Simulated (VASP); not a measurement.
A VASP calculation is set up with these files.

POSCAR:
```
MgI2
1
    2.1522556206    -3.7278156248     0.0000000000
    2.1522556206     3.7278156248     0.0000000000
    0.0000000000     0.0000000000     8.8290397258
Mg I
1 2
Direct
  0.0000000000   0.0000000000   1.0000000000
  0.3333330000   0.6666670000   0.1917340556
  0.6666670000   0.3333330000   0.8082659444
```

INCAR:
```
ALGO = Normal
EDIFF = 1E-7
EDIFFG = -0.01
ENCUT = 520
GGA = RE
IBRION = 2
ISIF = 4
ISMEAR = 0
LASPH = .TRUE.
LCHARG = .FALSE.
LMAXMIX = 4
LREAL = .FALSE.
LWAVE = .FALSE.
NELM = 100
NSW = 30
PREC = Accurate
SIGMA = 0.05
SYSTEM = MgI2
```

### KPOINTS
```
K-points
0
gamma
 6 6 3
```

POTCAR, in this order: Mg I (PBE.64 set). Program: vasp_std.

**Question.** Write an equivalent input for Quantum ESPRESSO's pw.x.

**Answer.** One equivalent input (not run):
```
&CONTROL
  calculation = 'vc-relax'
  pseudo_dir = './pseudo'
  outdir = './out'
  tprnfor = .true.
  tstress = .true.
  nstep = 30
  forc_conv_thr = 0.00039
/
&SYSTEM
  ibrav = 0
  nat = 3
  ntyp = 2
  ecutwfc = 84
  occupations = 'smearing'
  smearing = 'gaussian'
  degauss = 0.003675
  input_dft = 'revpbe'
/
&ELECTRONS
  conv_thr = 7.3e-09
  electron_maxstep = 100
/
&IONS
/
&CELL
  cell_dofree = 'shape'
/
ATOMIC_SPECIES
  Mg 24.305 Mg.upf
  I 126.904 I.upf
CELL_PARAMETERS angstrom
     2.1522556   -3.7278156    0.0000000
     2.1522556    3.7278156    0.0000000
     0.0000000    0.0000000    8.8290397
ATOMIC_POSITIONS crystal
  Mg   0.0000000  0.0000000  1.0000000
  I    0.3333330  0.6666670  0.1917341
  I    0.6666670  0.3333330  0.8082659
K_POINTS automatic
  6 6 3 0 0 0
```
Limits of the translation: the potentials are each code's own (VASP's PAW set, PseudoDojo norm-conserving files in pw.x), so ENCUT and ecutwfc are chosen apart and not converted; conv_thr bounds pw.x's estimated SCF error, while EDIFF bounds the energy change between steps; forc_conv_thr acts on force components and is met together with etot_conv_thr.

The compound is MgI2 in the 1T layered structure. This cell is one point of a volume scan, at 1.03 of the reference volume. Symmetry was kept, so distortions that lower it aren't found.
